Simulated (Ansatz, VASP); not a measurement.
# Cross-check of Sb2O3 (Senarmontite) between VASP and Ansatz

One calculation is typed for both programs; each brings its own data sets. How far apart do they land? The cell is taken from a series of runs on this material, whose earlier steps may have relaxed, scaled, displaced or heated it; both programs get it as it stands.

Calculated with Ansatz 0.2.0; plane waves, with VASP 6.6.1 beside it; zone-centre phonons at LDA.

## 1. The structure

Symmetry: Fd-3m, No. 227, cubic system. Conventional cell: a = 10.781 Å, b = 10.781 Å, c = 10.781 Å, α = 90.00°, β = 90.00°, γ = 90.00°. Nearest to Sb lie 3 O at 1.99 Å. O has 2 Sb at 1.99 Å nearest. Farther neighbours and most contacts between anions are not listed.

## 2. VASP: zone-centre phonons, LDA

Second derivatives magnify differences that forces hide, and they need a tight electronic threshold.

Lines of VASP's logs that name or quote its potential files are left out, and so is its time.

The input, INCAR:

```
SYSTEM = Sb2O3
PREC = Accurate
ENCUT = 600
EDIFF = 1E-08
NELM = 120
ISMEAR = 0
SIGMA = 0.01
LREAL = .FALSE.
ALGO = Normal
GGA = CA
NBANDS = 76
LORBIT = 11
LWAVE = .FALSE.
LCHARG = .FALSE.
ISIF = 2
IBRION = 8
LASPH = .TRUE.
GGA_COMPAT = .FALSE.
EFERMI = MIDGAP
KPAR = 4
```

The input, POSCAR:

```
Sb2O3
1.0
    0.0000000000      5.3906280193      5.3906280193
    5.3906280193      0.0000000000      5.3906280193
    5.3906280193      5.3906280193      0.0000000000
Sb O
8 12
Direct
    0.8804424469      0.8804424469      0.8804424469
    0.8913273407      0.3695575531      0.3695575531
    0.8804424469      0.8804424469      0.3586726593
    0.3695575531      0.8913273407      0.3695575531
    0.3586726593      0.8804424469      0.8804424469
    0.3695575531      0.3695575531      0.3695575531
    0.8804424469      0.3586726593      0.8804424469
    0.3695575531      0.3695575531      0.8913273407
    0.8072458441      0.1927541559      0.1927541559
    0.4427541559      0.0572458441      0.4427541559
    0.1927541559      0.8072458441      0.8072458441
    0.0572458441      0.4427541559      0.0572458441
    0.1927541559      0.8072458441      0.1927541559
    0.4427541559      0.4427541559      0.0572458441
    0.8072458441      0.1927541559      0.8072458441
    0.0572458441      0.0572458441      0.4427541559
    0.4427541559      0.0572458441      0.0572458441
    0.1927541559      0.1927541559      0.8072458441
    0.0572458441      0.4427541559      0.4427541559
    0.8072458441      0.8072458441      0.1927541559
```

The input, KPOINTS:

```
Automatic mesh
0
Gamma
2 2 2
0 0 0
```

The projector-augmented-wave data sets are Sb and O (LDA family, release 64).

Run with:

```console
mpirun -np 4 vasp_std
```

Numbers of over 12 decimals in the logs are rounded to 6 here.

Output:

```text
[banner, memory and clock lines left out]
running    4 mpi-ranks, on    1 nodes
 distrk:  each k-point on    1 cores,    4 groups
 distr:  one band on    1 cores,    1 groups

 POSCAR found type information on POSCAR SbO
 POSCAR found :  2 types and      20 ions
|                                                                             |
|               ----> ADVICE to this user running VASP <----                  |
|                                                                             |
|     You have a (more or less) 'large supercell' and for larger cells it     |
|     might be more efficient to use real-space projection operators.         |
|     Therefore, try LREAL= Auto in the INCAR file.                           |
|     Mind: For very accurate calculation, you might also keep the            |
|     reciprocal projection scheme (i.e. LREAL=.FALSE.).                      |
|                                                                             |

 LDA part: xc-table for (Slater(with rela. corr.)+CA(PZ))
 , standard interpolation
 POSCAR, INCAR and KPOINTS ok, starting setup
 FFT: planning ... GRIDC
 FFT: planning ... GRID_SOFT
 FFT: planning ... GRID
 WAVECAR not read
 entering main loop
       N       E                     dE             d eps       ncg     rms          rms(c)
DAV:   1     0.104899895117E+04    0.10490E+04   -0.52369E+04   456   0.148E+03
DAV:   2    -0.230853782191E+02   -0.10721E+04   -0.10209E+04   592   0.296E+02
DAV:   3    -0.152259742008E+03   -0.12917E+03   -0.12748E+03   512   0.124E+02
DAV:   4    -0.155797433839E+03   -0.35377E+01   -0.35116E+01   560   0.210E+01
DAV:   5    -0.155906596126E+03   -0.10916E+00   -0.10900E+00   576   0.350E+00    0.307E+01
DAV:   6    -0.134256297881E+03    0.21650E+02   -0.10009E+02   500   0.378E+01    0.169E+01
DAV:   7    -0.134087444654E+03    0.16885E+00   -0.82847E+00   512   0.963E+00    0.577E+00
DAV:   8    -0.133796083379E+03    0.29136E+00   -0.73553E-01   564   0.338E+00    0.225E+00
DAV:   9    -0.133693642115E+03    0.10244E+00   -0.11173E-01   544   0.148E+00    0.344E-01
DAV:  10    -0.133694516020E+03   -0.87391E-03   -0.13858E-02   532   0.437E-01    0.120E-01
DAV:  11    -0.133694797456E+03   -0.28144E-03   -0.13804E-03   536   0.126E-01    0.924E-02
DAV:  12    -0.133694693685E+03    0.10377E-03   -0.86127E-04   560   0.111E-01    0.263E-02
DAV:  13    -0.133694690683E+03    0.30018E-05   -0.68295E-05   536   0.328E-02    0.209E-02
DAV:  14    -0.133694690936E+03   -0.25296E-06   -0.40344E-06   544   0.661E-03    0.449E-03
DAV:  15    -0.133694690960E+03   -0.23770E-07   -0.24962E-07   568   0.172E-03    0.965E-04
DAV:  16    -0.133694690957E+03    0.28813E-08   -0.42150E-08   528   0.707E-04
   1 F= -.13369469E+03 E0= -.13369469E+03  d E =0.000000E+00
 Linear response reoptimize wavefunctions to high precision
DAV:   1    -0.133694690956E+03    0.79126E-09   -0.72861E-09   320   0.348E-04
DAV:   2    -0.133694690956E+03   -0.33469E-09   -0.12534E-09   312   0.131E-04
DAV:   3    -0.133694690956E+03    0.56662E-09   -0.22808E-10   312   0.532E-05
 Linear response DOF=           3
 Linear response progress:
  Degree of freedom:   1/  3
       N       E                     dE             d eps       ncg     rms          rms(c)
RMM:   1    -0.346654427974E-01   -0.34665E-01   -0.29782E-02  2077   0.100E+00
RMM:   2    -0.299608006688E-01    0.47046E-02   -0.46987E-03  1529   0.227E-01    0.144E-01
RMM:   3    -0.291641354366E-01    0.79667E-03   -0.63713E-04  1614   0.641E-02    0.954E-02
RMM:   4    -0.287362429384E-01    0.42789E-03   -0.37065E-04  1606   0.551E-02    0.402E-02
RMM:   5    -0.286396242804E-01    0.96619E-04   -0.39164E-05  1675   0.172E-02    0.160E-02
RMM:   6    -0.286333382317E-01    0.62860E-05   -0.57278E-06  1629   0.596E-03    0.235E-03
RMM:   7    -0.286354832645E-01   -0.21450E-05    0.37012E-07  1665   0.143E-03    0.111E-03
RMM:   8    -0.286367061477E-01   -0.12229E-05   -0.10928E-06  1706   0.533E-04    0.404E-04
RMM:   9    -0.286366816417E-01    0.24506E-07   -0.82957E-07  1701   0.223E-04    0.104E-04
RMM:  10    -0.286366315013E-01    0.50140E-07   -0.12726E-06  1735   0.807E-05    0.480E-05
RMM:  11    -0.286366108182E-01    0.20683E-07   -0.73486E-07  1768   0.545E-05    0.148E-05
RMM:  12    -0.286366312125E-01   -0.20394E-07   -0.10085E-06  1855   0.403E-05    0.633E-06
RMM:  13    -0.286366098114E-01    0.21401E-07   -0.79705E-07  1939   0.374E-05    0.221E-06
RMM:  14    -0.286366124826E-01   -0.26711E-08   -0.67704E-07  1986   0.365E-05    0.946E-07
RMM:  15    -0.286365970965E-01    0.15386E-07   -0.70598E-07  2020   0.362E-05    0.458E-07
RMM:  16    -0.286365965134E-01    0.58313E-09   -0.69124E-07  2041   0.361E-05    0.161E-07
RMM:  17    -0.286365889855E-01    0.75279E-08   -0.61881E-07  2067   0.360E-05    0.962E-08
 first order change of Fermi-energy   0.61069E+00
 force on displaced ion       1 direction 1 : -19.472  -2.017  -2.017
 Linear response progress:
  Degree of freedom:   2/  3
       N       E                     dE             d eps       ncg     rms          rms(c)
RMM:   1    -0.370809873871E+00   -0.37081E+00    0.32900E-01  1412   0.192E+00
RMM:   2    -0.363551938156E+00    0.72579E-02   -0.89851E-03  1189   0.282E-01    0.192E-01
RMM:   3    -0.364375596641E+00   -0.82366E-03   -0.25556E-03  1284   0.136E-01    0.886E-02
RMM:   4    -0.364924331642E+00   -0.54874E-03   -0.32185E-04  1332   0.498E-02    0.458E-02
RMM:   5    -0.365596380899E+00   -0.67205E-03   -0.11893E-04  1176   0.316E-02    0.122E-02
RMM:   6    -0.365625052642E+00   -0.28672E-04   -0.12375E-05  1358   0.957E-03    0.499E-03
RMM:   7    -0.365585484198E+00    0.39568E-04   -0.97443E-07  1325   0.301E-03    0.104E-03
RMM:   8    -0.365591231589E+00   -0.57474E-05   -0.14565E-07  1398   0.843E-04    0.404E-04
RMM:   9    -0.365590691574E+00    0.54002E-06   -0.18819E-07  1405   0.244E-04    0.123E-04
RMM:  10    -0.365590413713E+00    0.27786E-06   -0.15888E-07  1428   0.107E-04    0.381E-05
RMM:  11    -0.365590385220E+00    0.28493E-07   -0.30489E-07  1499   0.741E-05    0.155E-05
RMM:  12    -0.365590427066E+00   -0.41845E-07   -0.34273E-07  1598   0.677E-05    0.586E-06
RMM:  13    -0.365590448993E+00   -0.21928E-07   -0.15664E-07  1636   0.651E-05    0.365E-06
RMM:  14    -0.365590456634E+00   -0.76406E-08   -0.24508E-07  1677   0.645E-05    0.869E-07
RMM:  15    -0.365590456989E+00   -0.35499E-09   -0.16492E-07  1690   0.643E-05    0.529E-07
RMM:  16    -0.365590456753E+00    0.23566E-09   -0.19924E-07  1717   0.641E-05    0.253E-07
RMM:  17    -0.365590457478E+00   -0.72434E-09   -0.12517E-07  1734   0.640E-05    0.154E-07
RMM:  18    -0.365590457328E+00    0.14991E-09   -0.19614E-07  1750   0.638E-05    0.916E-08
 first order change of Fermi-energy   0.10792E+00
 force on displaced ion       9 direction 1 :  -6.794   0.000  -0.000
 Linear response progress:
  Degree of freedom:   3/  3
       N       E                     dE             d eps       ncg     rms          rms(c)
RMM:   1    -0.369298383187E+00   -0.36930E+00    0.37359E-01  2403   0.195E+00
RMM:   2    -0.364987458422E+00    0.43109E-02   -0.10983E-02  1916   0.291E-01    0.198E-01
RMM:   3    -0.365909257223E+00   -0.92180E-03   -0.11115E-03  1937   0.936E-02    0.105E-01
RMM:   4    -0.367223369239E+00   -0.13141E-02   -0.72513E-04  2007   0.725E-02    0.260E-02
RMM:   5    -0.367309757775E+00   -0.86389E-04   -0.42660E-05  2219   0.164E-02    0.139E-02
RMM:   6    -0.367269374825E+00    0.40383E-04   -0.87632E-06  2131   0.805E-03    0.193E-03
RMM:   7    -0.367287741874E+00   -0.18367E-04   -0.56453E-07  2217   0.207E-03    0.842E-04
RMM:   8    -0.367282305916E+00    0.54360E-05   -0.32803E-08  2220   0.585E-04    0.195E-04
RMM:   9    -0.367282693060E+00   -0.38714E-06   -0.97728E-08  2299   0.180E-04    0.923E-05
RMM:  10    -0.367283075068E+00   -0.38201E-06   -0.13416E-07  2317   0.101E-04    0.326E-05
RMM:  11    -0.367283149594E+00   -0.74527E-07   -0.22795E-07  2424   0.794E-05    0.126E-05
RMM:  12    -0.367283205262E+00   -0.55667E-07   -0.13517E-07  2574   0.723E-05    0.444E-06
RMM:  13    -0.367283217582E+00   -0.12321E-07   -0.17458E-07  2630   0.708E-05    0.166E-06
RMM:  14    -0.367283216312E+00    0.12705E-08   -0.71613E-08  2659   0.702E-05    0.906E-07
 first order change of Fermi-energy  -0.15102E-01
 force on displaced ion       9 direction 2 :   0.001 -14.638  10.385
 Linear response finished
```

(Continued in part 2 of 3.)

[Lines on the potential files, build, host, timing and source positions are cut from VASP's logs without a mark.]

[Logs are printed without paths, hosts, clocks, repeated set-up lines and the standing remarks that a program may print on its own settings, such as how far it seeks lower states.]

[Hosts, paths, dates, database ids (printed as entryN), source tags and the programs' standing remarks are cut or masked in the printed files.]
